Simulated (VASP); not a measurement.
Output of a VASP run:

### OUTCAR
```
 ion  position               nearest neighbor table
   1  0.000  0.000  0.000-
  LATTYP: Found a body centered cubic cell.
 ALAT       =     4.5460433482
 Subroutine PRICEL returns:
 Original cell was already a primitive cell.
 Subroutine GETGRP returns: Found 48 space group operations
The static configuration has the point symmetry O_h .
The dynamic configuration has the point symmetry O_h .
 Subroutine INISYM returns: Found 48 space group operations
 Subroutine IBZKPT returns following result:
 Found     72 irreducible k-points:

 Following reciprocal coordinates:
            Coordinates               Weight
  0.000000  0.000000  0.000000      1.000000
  0.083333  0.000000  0.000000     12.000000
  0.166667  0.000000  0.000000     12.000000
  0.250000  0.000000  0.000000     12.000000
  0.333333  0.000000  0.000000     12.000000
  0.416667  0.000000  0.000000     12.000000
  0.500000  0.000000  0.000000      6.000000
  0.083333  0.083333  0.000000     24.000000
  0.166667  0.083333  0.000000     48.000000
  0.250000  0.083333 -0.000000     48.000000
  0.333333  0.083333  0.000000     48.000000
  0.416667  0.083333  0.000000     48.000000
  0.166667  0.166667  0.000000     24.000000
  0.250000  0.166667 -0.000000     48.000000
  0.333333  0.166667  0.000000     48.000000
  0.416667  0.166667  0.000000     24.000000
  0.250000  0.250000  0.000000     24.000000
  0.333333  0.250000 -0.000000     48.000000
  0.333333  0.333333  0.000000      8.000000
  0.083333  0.083333  0.083333      8.000000
  0.166667  0.083333  0.083333     24.000000
  0.250000  0.083333  0.083333     24.000000
  0.333333  0.083333  0.083333     24.000000
  0.416667  0.083333  0.083333     12.000000
 -0.083333  0.083333  0.083333      6.000000
  0.166667  0.166667  0.083333     24.000000
  0.250000  0.166667  0.083333     48.000000
  0.333333  0.166667  0.083333     48.000000
 -0.166667  0.166667  0.083333     24.000000
  0.250000  0.250000  0.083333     24.000000
  0.333333  0.250000  0.083333     24.000000
 -0.250000  0.250000  0.083333     24.000000
 -0.166667  0.250000  0.083333     24.000000
 -0.333333  0.333333  0.083333     24.000000
 -0.250000  0.333333  0.083333     48.000000
 -0.416667  0.416667  0.083333     24.000000
 -0.333333  0.416667  0.083333     48.000000
 -0.250000  0.416667  0.083333     24.000000
  0.500000  0.500000  0.083333     12.000000
 -0.416667  0.500000  0.083333     48.000000
   k-points           NKPTS =     72   k-points in BZ     NKDIM =     72   number of bands    NBANDS=      8
   number of dos      NEDOS =    301   number of ions     NIONS =      1
   total plane-waves  NPLWV =  27000
   dimension x,y,z NGX =    30 NGY =   30 NGZ =   30
   dimension x,y,z NGXF=    60 NGYF=   60 NGZF=   60
   ions per type =               1
   PREC   = accura    normal or accurate (medium, high low for compatibility)
   ISTART =      0    job   : 0-new  1-cont  2-samecut
   ICHARG =      2    charge: 1-file 2-atom 10-const
   ISPIN  =      1    spin polarized calculation?
   LNONCOLLINEAR =      F non collinear calculations
   LSORBIT =      F    spin-orbit coupling
   INIWAV =      1    electr: 0-lowe 1-rand  2-diag
   ENCUT  =  520.0 eV  38.22 Ry    6.18 a.u.   7.32  7.32  7.32*2*pi/ulx,y,z
   NELM   =    100;   NELMIN=  2; NELMDL= -5     # of ELM steps
   EDIFF  = 0.1E-06   stopping-criterion for ELM
   LREAL  =      F    real-space projection
   NLSPLINE    = F    spline interpolate recip. space projectors
   LMAXMIX     =    6 max onsite mixed and CHGCAR
   VOSKOWN=      0    Vosko Wilk Nusair interpolation
   EDIFFG = 0.1E-05   stopping-criterion for IOM
   NSW    =      0    number of steps for IOM
   NBLOCK =      1;   KBLOCK =      1    inner block; outer block
   IBRION =     -1    ionic relax: 0-MD 1-quasi-New 2-CG
   NFREE  =      0    steps in history (QN), initial steepest desc. (CG)
...
```

File OSZICAR:
```
       N       E                     dE             d eps       ncg     rms          rms(c)
DAV:   1    -0.175181728112E+02   -0.17518E+02   -0.40002E+03  1160   0.861E+02
DAV:   2    -0.273780009372E+02   -0.98598E+01   -0.97640E+01  1560   0.105E+02
DAV:   3    -0.276089739180E+02   -0.23097E+00   -0.22333E+00  1688   0.118E+01
DAV:   4    -0.276109996752E+02   -0.20258E-02   -0.20255E-02  1704   0.136E+00
DAV:   5    -0.276110136395E+02   -0.13964E-04   -0.13964E-04  1752   0.928E-02    0.778E+00
DAV:   6    -0.270025544568E+02    0.60846E+00   -0.36751E-01  1576   0.686E+00    0.418E+00
DAV:   7    -0.272040992606E+02   -0.20154E+00   -0.10783E-01  1720   0.417E+00    0.565E-01
DAV:   8    -0.270357151348E+02    0.16838E+00   -0.51980E-02  1704   0.309E+00    0.632E-02
DAV:   9    -0.271619353176E+02   -0.12622E+00   -0.42130E-02  1152   0.191E+00    0.124E-01
DAV:  10    -0.271618064840E+02    0.12883E-03   -0.79921E-04  2112   0.282E-01    0.908E-02
DAV:  11    -0.271580217816E+02    0.37847E-02   -0.82317E-05  1152   0.130E-01    0.107E-01
DAV:  12    -0.271407564233E+02    0.17265E-01   -0.54857E-03  1224   0.680E-01    0.133E-01
DAV:  13    -0.271408223445E+02   -0.65921E-04   -0.68404E-05  1792   0.886E-02    0.136E-01
DAV:  14    -0.271408844643E+02   -0.62120E-04   -0.52522E-06  1592   0.206E-02    0.156E-01
DAV:  15    -0.271406781770E+02    0.20629E-03   -0.27697E-05  1232   0.461E-02    0.119E-01
DAV:  16    -0.271405973945E+02    0.80783E-04   -0.77603E-05  1288   0.920E-02    0.334E-02
DAV:  17    -0.271405563499E+02    0.41045E-04   -0.32358E-05  1840   0.508E-02    0.409E-02
DAV:  18    -0.271405709580E+02   -0.14608E-04   -0.37297E-06  1592   0.251E-02    0.578E-02
DAV:  19    -0.271405631318E+02    0.78261E-05   -0.10961E-05  1488   0.255E-02    0.437E-02
DAV:  20    -0.271405698500E+02   -0.67181E-05   -0.38469E-06  1168   0.234E-02    0.364E-02
DAV:  21    -0.271405622342E+02    0.76158E-05   -0.89516E-06  1416   0.233E-02    0.435E-03
DAV:  22    -0.271405601411E+02    0.20931E-05   -0.13437E-06  1800   0.143E-02    0.809E-03
DAV:  23    -0.271405597487E+02    0.39239E-06   -0.25909E-07  1392   0.586E-03    0.527E-03
DAV:  24    -0.271405594546E+02    0.29413E-06   -0.96752E-08  1064   0.404E-03    0.374E-03
DAV:  25    -0.271405595382E+02   -0.83566E-07   -0.71970E-08   920   0.301E-03
   1 F= -.27140560E+02 E0= -.27140115E+02  d E =-.133248E-02
```

**OUTCAR**
```
------------------------ aborting loop because EDIFF is reached ----------------------------------------
  FORCE on cell =-STRESS in cart. coord.  units (eV):
  Direction    XX          YY          ZZ          XY          YZ          ZX
  --------------------------------------------------------------------------------------
  Total       -0.2580228     -0.2580228     -0.2580228     -0.0000000      0.0000000      0.0000000
  in kB       -8.8003078     -8.8003078     -8.8003078     -0.0000000      0.0000000      0.0000000
  external PRESSURE =      -8.8003078 kB  Pullay stress =       0.0000000 kB
  volume of cell :       46.98
      direct lattice vectors                 reciprocal lattice vectors
    -2.273021674  2.273021674  2.273021674     0.000000000  0.219971506  0.219971506
     2.273021674 -2.273021674  2.273021674     0.219971506  0.000000000  0.219971506
     2.273021674  2.273021674 -2.273021674     0.219971506  0.219971506  0.000000000
 POSITION                                       TOTAL-FORCE (eV/Angst)
 -----------------------------------------------------------------------------------
      0.00000      0.00000      0.00000         0.000000      0.000000     -0.000000
 -----------------------------------------------------------------------------------
    total drift:                               -0.000000     -0.000000      0.000000
  FREE ENERGIE OF THE ION-ELECTRON SYSTEM (eV)
  ---------------------------------------------------
  free  energy   TOTEN  =       -27.1405595382 eV

  energy  without entropy=      -27.1392270586  energy(sigma->0) =      -27.14011538
```
(Selected blocks of OUTCAR.)

**POSCAR**
```
Eu
1
   -2.2730216741     2.2730216741     2.2730216741
    2.2730216741    -2.2730216741     2.2730216741
    2.2730216741     2.2730216741    -2.2730216741
Eu
1
Direct
  0.0000000000   0.0000000000   0.0000000000
```

Problem. Write an INCAR and KPOINTS that could have produced this output.

Solution. Several could match; the one computed here: the input of the run itself, r2SCAN meta-GGA, plane waves, VASP's PBE PAW potentials (set 64).

### INCAR
```
# general
SYSTEM  = Eu
PREC    = Accurate
ENCUT   = 520
LREAL   = F
LASPH   = T

# electronic loop
EDIFF   = 1E-7
NELM    = 100
ALGO    = Normal
LMAXMIX = 6
LMIXTAU = T

# smearing
ISMEAR  = 1
SIGMA   = 0.1

# functional
METAGGA = R2SCAN

# ions
ISIF    = 2

# output
LWAVE   = F
LCHARG  = F
```

### KPOINTS
```
Automatic mesh
0
Gamma
12 12 12
0 0 0
```

POTCAR, in this order: Eu_2 (PBE.64 set). Program: vasp_std.

The 4f electrons are frozen in the core of the lanthanide potential, so 4f levels, which can set the real gap, and their magnetism are missing.

The compound is Eu in the bcc structure. This cell is one point of a volume scan, at 1.06 of the reference volume.
